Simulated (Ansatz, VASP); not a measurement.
## BP: VASP beside Ansatz

Wanted: the spread between two codes on one cell, functional and k mesh. The cell is taken from a series of runs on this material, whose earlier steps may have relaxed, scaled, displaced or heated it; both programs get it as it stands.

Method: plane waves, with VASP 6.6.1 beside it; zone-centre phonons at LDA, in Ansatz 0.2.0.

### Step 1. The structure

Symmetry: F-43m, No. 216, cubic system. The conventional cell has a = 4.491 Å, b = 4.491 Å, c = 4.491 Å, α = 90.00°, β = 90.00°, γ = 90.00°. B has 4 P at 1.94 Å nearest. P has 4 B at 1.94 Å nearest. Farther neighbours are not listed.

### Step 2. Ansatz: zone-centre phonons, LDA

Ansatz runs on its PAW soft_1 files.

Second derivatives magnify differences that forces hide, and they need a tight electronic threshold.

The input, input.yaml:

```yaml
crystal:
  lattice:
    - [0.0, 2.2452912016, 2.2452912016]
    - [2.2452912016, 0.0, 2.2452912016]
    - [2.2452912016, 2.2452912016, 0.0]
  atoms:
    - { symbol: B, position: [0.0, 0.0, 0.0] }
    - { symbol: P, position: [0.75, 0.75, 0.75] }
total_charge: -0.002264
kpoints:
  mp_grid: { grid: [36, 36, 36] }
hamiltonian:
  xc: lda
  pseudopotentials: { kind: paw, azcp: { folder: soft_1 }, xc_functional: pbe }
scf:
  occupations: { method: fermi_dirac, width: 0.03 }
output:
  eigenvalues: true
phonons:
  method: dfpt
```

Started as:

```bash
ansatz run input.yaml --threads 8 --pin off --max-ram 16384MiB --backend cpu --events-out ev --progress --plain --runs-dir out
```

Numbers of over 12 decimals in the logs are rounded to 6 here.

The log of the run:

```text
zone centre: on kpoints.mp_grid the ground state, and the responses unless they are solved on pairs of k-points, stand on 3349 of the mesh's 46656 k-points, reduced under 8 symmetry operations, with k and −k counted as one. Each operation leaves every solved displacement unchanged or reverses it
Engine: ansatz 0.2.0, aarch64-unknown-linux-gnu
Pseudopotentials: kind: paw
Pseudopotential: B, paw, valence charge 3, recommended cutoff 420 eV (normal), soft_1/B.paw.azcp
Pseudopotential: P, paw, valence charge 5, recommended cutoff 420 eV (normal), soft_1/P.paw.azcp
Functional definition: SPW92
  exchange = slater_x
  correlation = pw_c
Crystal: 2 atoms, lattice volume = 22.639 Å³
Basis set: ecut = 420 eV, 459 PW (Γ), exchange–correlation on 48×48×48 points (8 copies of the dense FFT grid, shifted against one another)
Bands: 9, of which v1, the nominal top of the filled ones, is band 4 counted from 1 (3 counted from 0)
Symmetry: 24 space group operations
k-points: 3349 of 46656 (irreducible under 8 space group operations, time reversal used)
Non-local potential: B, projectors of the file, l = 0: 2, l = 1: 2, l = 2: 1
Non-local potential: P, projectors of the file, l = 0: 2, l = 1: 2, l = 2: 1
PAW form: soft (Blöchl's): semilocal exchange-correlation on the pseudo side does not see the compensation charge
PAW frozen core: B, regenerated for the run's functional, and the local potential with it (the file was generated under x = pbe(κ = 0.804, μ = 0.219515), c = pbe(β = 0.066725))
PAW frozen core: P, regenerated for the run's functional, and the local potential with it (the file was generated under x = pbe(κ = 0.804, μ = 0.219515), c = pbe(β = 0.066725))
PAW one-centre angular grid: B, 110 points (default); XC on 64 Gauss nodes
PAW one-centre angular grid: P, 110 points (default); XC on 64 Gauss nodes
Initial density: superposition of atomic densities (chi_scale 0.1, normalization cell, long waves kept (reshape's long-wave potential 0.00 eV rms))
Initial wavefunctions: pseudopotential atomic-orbital guess
Functional: x = slater, c = lda
SCF iter   1: F=—  HF=-877.458928 eV  |F-HF|=—  |Δ(HF+E_count)|=         —  Δρ=9.63e-2  dr2=2.35e0  ethr=3.10e-3  ⟨swp⟩=6.4  Hψ=271324  notcnv=0
preconditioner: auto → none  [metal: Δε(μ)=0.038 eV  Ē_g=14.239 eV  σ=0.030 eV  W_gap=0.29  n_scr=0 (ndim 8)  ℏωp=22.1 eV  f_vac=0.000  D(μ)=0.05/eV (n_scr^D=0)]
SCF iter   2: F=—  HF=-876.670518 eV  |F-HF|=—  |Δ(HF+E_count)|=   7.88e-1  Δρ=3.00e-2  dr2=1.56e-1  ethr=3.10e-3  ⟨swp⟩=3.0  Hψ=86358  notcnv=0  defer=2957
SCF iter   3: F=—  HF=-876.618893 eV  |F-HF|=—  |Δ(HF+E_count)|=   5.16e-2  Δρ=1.13e-2  dr2=1.81e-2  ethr=1.95e-3  ⟨swp⟩=3.0  Hψ=54299  notcnv=0  defer=2957
SCF iter   4: F=—  HF=-876.613496 eV  |F-HF|=—  |Δ(HF+E_count)|=   5.40e-3  Δρ=1.58e-3  dr2=2.63e-4  ethr=2.26e-4  ⟨swp⟩=3.0  Hψ=53235  notcnv=0  defer=2957
SCF iter   5: F=—  HF=-876.613443 eV  |F-HF|=—  |Δ(HF+E_count)|=   5.30e-5  Δρ=5.92e-5  dr2=2.88e-7  ethr=3.29e-6  ⟨swp⟩=2.1  Hψ=36418  notcnv=0  defer=2957
SCF iter   6: F=—  HF=-876.613443 eV  |F-HF|=—  |Δ(HF+E_count)|=   2.64e-7  Δρ=1.14e-5  dr2=1.27e-8  ethr=3.60e-9  ⟨swp⟩=2.4  Hψ=43460  notcnv=0  defer=2957
SCF iter   7: F=—  HF=-876.613443 eV  |F-HF|=—  |Δ(HF+E_count)|=   1.51e-9  Δρ=5.26e-7  dr2=8.00e-11  ethr=1.59e-10  ⟨swp⟩=2.0  Hψ=39628  notcnv=0  defer=2957
SCF iter   8: F=-876.613443 eV  HF=-876.613443 eV  |F-HF|=2.27e-13  |Δ(HF+E_count)|=  3.39e-11  Δρ=9.40e-9  dr2=1.95e-14  ethr=1.00e-12  ⟨swp⟩=12.0  Hψ=188328  notcnv=0
SCF 1 converged in 8 iterations: F = -876.613443 eV  dr2 = 1.95e-14
  greatest PAW one-centre occupation: 0.763 electrons in one spin orbital (limit 2), on the P atom at site 1 (counted from 0), in its partial waves of l = 0
DFPT response loops at Γ: preconditioner auto → Kerker (q_TF=auto, 2.294 Å⁻¹) (partly filled bands, converged f_vac=0.000); β = 1.00, the filter's whole step (`scf.mixing.beta` (0.50) is not read by the response loops under this deck's `scf.mixing.preconditioner`; to damp them name `kerker` or `kerker_dos`, under which they read `scf.mixing.beta`, and type it under 1.00, their step now; both keys bind the ground state too); Broyden in place of MSR1
SCF converged after 8 iterations
Free energy (F): -876.613443 eV
Harris-Foulkes:  -876.613443 eV  (|F-HF|=2.27e-13)
Internal energy: -876.613300 eV  (E = F + TS)
E sigma→0 (E₀):  -876.613372 eV
Entropy (-TS):   -0.000143 eV (-0.071 meV/atom)
Fermi energy:    10.648326 eV
--- Per-component energies (eV) ---
  E_band       = 23.073363
  E_kinetic    = 122.454216
  E_local      = -61.157209  (includes V_loc(G=0)·N_el)
  E_nonlocal   = 41.774100
  E_hartree    = 16.685966
  E_xc         = -106.597952
  E_vxc        = -102.053741  (∫ρ·V_xc dr)
  E_paw        = -601.429494  (= ΣΔE_a)
  E_vpaw       = -11.315942  (= ΣTr[D̂ρ^β])
  E_aug_tail   = 0.000009  (compensation charges beyond the density's cutoff)
  E_ewald      = -288.506121
  E_core_change = 0.163186  (= ΣΔE_core)
  E_smearing   = -0.000143  (= −TS)
  E_closure    = -0.000000  (closes the sum)
  E_deformation_potential = -0.037919  (in the stress; not in F)
  Σ components = -876.613443   (vs F -876.613443, Δ=0.00e0)
--- Band table (eV; the first three rows and the last of 3349) ---
  k-point 0: bands = ["-6.2099", "9.4650", "9.4650", "9.4650", "12.8906", "12.8906", "12.8906", "17.2907", "20.9418"]
  k-point 1: bands = ["-6.1956", "9.3386", "9.4382", "9.4382", "12.9274", "12.9274", "12.9485", "17.3297", "20.9902"]
  k-point 2: bands = ["-6.1528", "8.9930", "9.3620", "9.3620", "13.0325", "13.0325", "13.0900", "17.4448", "21.1321"]
  k-point 3348: bands = ["-0.9119", "1.4014", "3.5963", "3.7942", "14.6922", "16.1915", "16.8074", "17.0862", "22.3318"]
--- Phonons (Γ-DFPT): 2 representative perturbations + reference, on 3349 of 46656 k-points (Σ response iterations 5) ---
  k mesh reduced under 8 symmetry operations, with k and −k counted as one. Each operation leaves every solved displacement unchanged or reverses it
  ASR residual: 4.042e-6 → 0.000e0 eV/Å²; symmetrization residual: 1.445e-8 eV/Å²
  ASR residual per site (eV/Å²): 4.04e-6 3.86e-7
  Γ frequencies (cm⁻¹): 0.00 0.00 0.00 820.27 820.27 820.27
  non-analytic LO–TO correction: not included (Born effective charges unavailable; polar crystals: no LO–TO splitting at Γ)
```

Reading the cycles: dr2 is the Hartree energy of the density residual (eV), the measure of convergence; HF is the Harris–Foulkes estimate of the energy, which meets the free energy F at convergence.

### Step 3. VASP: zone-centre phonons, LDA

The same cell, functional (in two slightly different forms), mesh and smearing now go to VASP, with its own data sets.

Lines of VASP's logs that name or quote its potential files are left out, and so is its time.

The input, INCAR:

```
SYSTEM = BP
PREC = Accurate
ENCUT = 500
EDIFF = 1E-08
NELM = 120
ISMEAR = -1
SIGMA = 0.03
LREAL = .FALSE.
ALGO = Normal
GGA = CA
NELECT = 8.002264
NBANDS = 10
LORBIT = 11
LWAVE = .FALSE.
LCHARG = .FALSE.
ISIF = 2
IBRION = 8
LASPH = .TRUE.
GGA_COMPAT = .FALSE.
KPAR = 2
```

The input, POSCAR:

```
BP
1.0
    0.0000000000      2.2452912016      2.2452912016
    2.2452912016      0.0000000000      2.2452912016
    2.2452912016      2.2452912016      0.0000000000
B P
1 1
Direct
    0.0000000000      0.0000000000      0.0000000000
    0.7500000000      0.7500000000      0.7500000000
```

The input, KPOINTS:

```
Automatic mesh
0
Gamma
36 36 36
0 0 0
```

Potentials, in the order of the species: B and P (LDA family, release 64).

Started as:

```bash
mpirun -np 2 vasp_std
```

The log of the run:

```text
[banner, memory and clock lines left out]
running    2 mpi-ranks, on    1 nodes
 distrk:  each k-point on    1 cores,    2 groups
 distr:  one band on    1 cores,    1 groups

 POSCAR found type information on POSCAR B P
 POSCAR found :  2 types and       2 ions
 LDA part: xc-table for (Slater(with rela. corr.)+CA(PZ))
 , standard interpolation
 POSCAR, INCAR and KPOINTS ok, starting setup
 FFT: planning ... GRIDC
 FFT: planning ... GRID_SOFT
 FFT: planning ... GRID
 WAVECAR not read
 entering main loop
       N       E                     dE             d eps       ncg     rms          rms(c)
DAV:   1     0.739838669743E+01    0.73984E+01   -0.39461E+03 24864   0.698E+02
DAV:   2    -0.147241795257E+02   -0.22123E+02   -0.21032E+02 34794   0.110E+02
DAV:   3    -0.152772753382E+02   -0.55310E+00   -0.55183E+00 30350   0.162E+01
DAV:   4    -0.152795601822E+02   -0.22848E-02   -0.22845E-02 30520   0.117E+00
DAV:   5    -0.152795706539E+02   -0.10472E-04   -0.10472E-04 29726   0.751E-02BRMIX: very serious problems
 the old and the new charge density differ
 old charge density:     8.00000 new    8.00226
BRMIX: very serious problems
 the old and the new charge density differ
 old charge density:     8.00000 new    8.00226
    0.768E+00
DAV:   6    -0.145148745127E+02    0.76470E+00   -0.17784E+00 27672   0.626E+00    0.406E+00
DAV:   7    -0.143921830221E+02    0.12269E+00   -0.29406E-01 31606   0.290E+00    0.131E+00
DAV:   8    -0.143791638228E+02    0.13019E-01   -0.35280E-02 29678   0.105E+00    0.243E-01
DAV:   9    -0.143791932315E+02   -0.29409E-04   -0.74217E-04 28098   0.206E-01    0.160E-01
DAV:  10    -0.143791893409E+02    0.38906E-05   -0.14081E-04 27496   0.715E-02    0.347E-02
DAV:  11    -0.143791912044E+02   -0.18635E-05   -0.59152E-06 31096   0.134E-02    0.372E-02
DAV:  12    -0.143791908834E+02    0.32099E-06   -0.19119E-06 28160   0.628E-03    0.882E-03
DAV:  13    -0.143791908913E+02   -0.78594E-08   -0.66454E-08 30046   0.170E-03
   1 F= -.14379191E+02 E0= -.14379119E+02  d E =-.142850E-03
 Linear response reoptimize wavefunctions to high precision
DAV:   1    -0.143791908881E+02    0.31589E-08   -0.12396E-08 27792   0.520E-04
DAV:   2    -0.143791908881E+02   -0.18076E-10   -0.24587E-10 14134   0.128E-04
 Linear response DOF=           2
 Linear response progress:
  Degree of freedom:   1/  2
       N       E                     dE             d eps       ncg     rms          rms(c)
RMM:   1    -0.465529708773E-01   -0.46553E-01   -0.79017E-03316939   0.116E+00
RMM:   2    -0.427865132852E-01    0.37665E-02   -0.11165E-03200098   0.242E-01    0.154E-01
RMM:   3    -0.427365920785E-01    0.49921E-04   -0.23182E-04207366   0.943E-02    0.804E-02
RMM:   4    -0.431475693002E-01   -0.41098E-03   -0.22470E-04202775   0.887E-02    0.972E-03
RMM:   5    -0.431234133420E-01    0.24156E-04   -0.87090E-07216280   0.111E-02    0.120E-03
RMM:   6    -0.431253379566E-01   -0.19246E-05    0.30390E-08216727   0.135E-03    0.444E-04
RMM:   7    -0.431238925480E-01    0.14454E-05    0.43120E-08220357   0.358E-04    0.109E-04
RMM:   8    -0.431241328758E-01   -0.24033E-06    0.12398E-08227383   0.646E-05    0.325E-05
RMM:   9    -0.431241000318E-01    0.32844E-07   -0.45050E-09227907   0.232E-05    0.346E-06
RMM:  10    -0.431241242606E-01   -0.24229E-07    0.12648E-08229578   0.720E-06    0.144E-06
RMM:  11    -0.431241154438E-01    0.88169E-08    0.69742E-09200515   0.405E-06    0.198E-07
 first order change of Fermi-energy   0.14563E-04
 force on displaced ion       1 direction 1 : -19.732  -0.000  -0.000
 Linear response progress:
  Degree of freedom:   2/  2
       N       E                     dE             d eps       ncg     rms          rms(c)
RMM:   1    -0.438231657966E-01   -0.43823E-01    0.43029E-04297567   0.143E+00
RMM:   2    -0.409576758340E-01    0.28655E-02   -0.10265E-03196712   0.222E-01    0.151E-01
RMM:   3    -0.409653761560E-01   -0.77003E-05   -0.41689E-05209776   0.373E-02    0.856E-02
RMM:   4    -0.412451282826E-01   -0.27975E-03   -0.33662E-05208431   0.359E-02    0.790E-03
RMM:   5    -0.412146920526E-01    0.30436E-04   -0.34249E-06219624   0.608E-03    0.383E-03
RMM:   6    -0.412093984016E-01    0.52937E-05   -0.30019E-07218151   0.823E-04    0.240E-03
RMM:   7    -0.412092067488E-01    0.19165E-06    0.20497E-08221511   0.413E-04    0.117E-04
RMM:   8    -0.412087428772E-01    0.46387E-06    0.40664E-09224158   0.693E-05    0.500E-05
RMM:   9    -0.412086632918E-01    0.79585E-07    0.16846E-08228637   0.228E-05    0.394E-06
RMM:  10    -0.412086770048E-01   -0.13713E-07    0.13171E-08231118   0.669E-06    0.533E-06
RMM:  11    -0.412086677342E-01    0.92706E-08    0.11560E-08198023   0.429E-06    0.303E-07
 first order change of Fermi-energy   0.12373E-04
 force on displaced ion       2 direction 1 : -19.734   0.000   0.000
 Linear response finished
```

Parts of OUTCAR (step 3):

```text
NELECT = 8.002264

 ion  position               nearest neighbor table
   1  0.000  0.000  0.000-   2 1.94   2 1.94   2 1.94   2 1.94
   2  0.750  0.750  0.750-   1 1.94   1 1.94   1 1.94   1 1.94

  LATTYP: Found a face centered cubic cell.
 ALAT       =     4.4905824032

 Subroutine GETGRP returns: Found 24 space group operations
 (whereof 24 operations were pure point group operations)

The static configuration has the point symmetry T_d .

 Found   1240 irreducible k-points:

   k-points           NKPTS =   1240   k-points in BZ     NKDIM =   1240   number of bands    NBANDS=     10

   dimension x,y,z NGX =    24 NGY =   24 NGZ =   24
   dimension x,y,z NGXF=    48 NGYF=   48 NGZF=   48

   ENCUT  =  500.0 eV  36.75 Ry    6.06 a.u.   5.79  5.79  5.79*2*pi/ulx,y,z

 k-points in reciprocal lattice and weights: Automatic mesh
   0.00000000  0.00000000  0.00000000       0.000
   0.02777778  0.00000000  0.00000000       0.000
   0.05555556  0.00000000  0.00000000       0.000
   0.08333333  0.00000000  0.00000000       0.000
   0.11111111  0.00000000  0.00000000       0.000
   0.13888889  0.00000000  0.00000000       0.000
   0.16666667  0.00000000  0.00000000       0.000
   0.19444444  0.00000000  0.00000000       0.000
   0.22222222  0.00000000  0.00000000       0.000
[...]
-0.27777778  0.50000000  0.22222222       0.000
  -0.25000000  0.50000000  0.25000000       0.000

 average (electrostatic) potential at core
       1 -29.5509       2 -81.9022

  Total        0.0075205      0.0075205      0.0075205     -0.0000000      0.0000000     -0.0000000
  in kB        0.5322395      0.5322395      0.5322395     -0.0000000      0.0000000     -0.0000000
  external PRESSURE =       0.5322395 kB  Pullay stress =       0.0000000 kB

  energy-cutoff  :      500.00
  volume of cell :       22.64
      direct lattice vectors                 reciprocal lattice vectors
     0.000000000  2.245291202  2.245291202    -0.222688264  0.222688264  0.222688264
     2.245291202  0.000000000  2.245291202     0.222688264 -0.222688264  0.222688264
     2.245291202  2.245291202  0.000000000     0.222688264  0.222688264 -0.222688264

 POSITION                                       TOTAL-FORCE (eV/Angst)
 -----------------------------------------------------------------------------------
      0.00000      0.00000      0.00000        -0.000000     -0.000000     -0.000000
      3.36794      3.36794      3.36794         0.000000      0.000000      0.000000
 -----------------------------------------------------------------------------------
    total drift:                               -0.000000     -0.000000     -0.000000

 Eigenvectors and eigenvalues of the dynamical matrix
 ----------------------------------------------------

   1 f  =   24.531097 THz   154.133425 2PiTHz  818.269303 cm-1   101.452418 meV
             X         Y         Z           dx          dy          dz
      0.000000  0.000000  0.000000    -0.000000    0.000000   -0.860959
      3.367937  3.367937  3.367937    -0.000000   -0.000000    0.508674

   2 f  =   24.531097 THz   154.133425 2PiTHz  818.269303 cm-1   101.452418 meV
             X         Y         Z           dx          dy          dz
      0.000000  0.000000  0.000000     0.860959   -0.000000    0.000000
      3.367937  3.367937  3.367937    -0.508674    0.000000    0.000000

   3 f  =   24.531097 THz   154.133425 2PiTHz  818.269303 cm-1   101.452418 meV
             X         Y         Z           dx          dy          dz
      0.000000  0.000000  0.000000     0.000000    0.860959    0.000000
      3.367937  3.367937  3.367937    -0.000000   -0.508674    0.000000

   4 f/i=    0.000557 THz     0.003498 2PiTHz    0.018571 cm-1     0.002303 meV
             X         Y         Z           dx          dy          dz
      0.000000  0.000000  0.000000    -0.085642   -0.212864    0.453986
      3.367937  3.367937  3.367937    -0.144954   -0.360284    0.768398

   5 f/i=    0.000557 THz     0.003498 2PiTHz    0.018571 cm-1     0.002303 meV
             X         Y         Z           dx          dy          dz
      0.000000  0.000000  0.000000    -0.476141   -0.109844   -0.141325
      3.367937  3.367937  3.367937    -0.805896   -0.185917   -0.239200

   6 f/i=    0.000557 THz     0.003498 2PiTHz    0.018571 cm-1     0.002303 meV
             X         Y         Z           dx          dy          dz
      0.000000  0.000000  0.000000     0.157175   -0.448745   -0.180756
      3.367937  3.367937  3.367937     0.266027   -0.759527   -0.305940

 ELASTIC MODULI CONTR FROM IONIC RELAXATION (kBar)
 Direction    XX          YY          ZZ          XY          YZ          ZX
 --------------------------------------------------------------------------------
 XX          -0.0000      0.0000     -0.0000     -0.0000      0.0000     -0.0000
 YY           0.0000     -0.0000      0.0000      0.0000     -0.0000     -0.0000
 ZZ          -0.0000      0.0000     -0.0000     -0.0000      0.0000      0.0000
 XY          -0.0000      0.0000     -0.0000   -221.5005      0.0000     -0.0000
 YZ           0.0000     -0.0000      0.0000      0.0000   -221.5005      0.0000
 ZX          -0.0000     -0.0000      0.0000     -0.0000      0.0000   -221.5005
 --------------------------------------------------------------------------------
```

The cell is charged against a uniform background.

### Step 4. Differences

Known differences besides the potentials themselves: the two LDA forms differ slightly; the cutoff is 420 eV in Ansatz and 500 eV in VASP; VASP's log shows a relativistic correction to its local exchange, Ansatz's none. Total energies have different zeros and are not compared.

Both answers:

| quantity | Ansatz | VASP | difference |
| --- | --- | --- | --- |
| optical mode 1 to 3 (cm⁻¹) | 820.3 | 818.3 | +0.24 % |

Modes are paired by rising frequency, not by their patterns, so a pair may set unlike modes beside each other; they are those without the splitting of longitudinal modes. The cell carries a charge of -0.002264 e against a uniform background, so its pressure also hangs on how the neutralising background is counted, and in a defect's cell a gap may be the spacing between its levels.

### Step 5. What came out

```json
{"r.m.s. difference of the optical zone-centre modes, each program's sorted by frequency (zone-centre phonons, LDA)": "2.0 cm⁻¹"}
```

What this shows: The r.m.s. difference of the optical zone-centre modes, each program's sorted by frequency is 2.0 cm⁻¹ (zone-centre phonons, LDA). How closely two codes agree says nothing of how well the functional describes the real material.

[Lines on the potential files, build, host, timing and source positions are cut from VASP's logs without a mark.]

[Logs are printed without paths, hosts, clocks, repeated set-up lines and the standing remarks that a program may print on its own settings, such as how far it seeks lower states.]

[Hosts, paths, dates, database ids (printed as entryN), source tags and the programs' standing remarks are cut or masked in the printed files.]
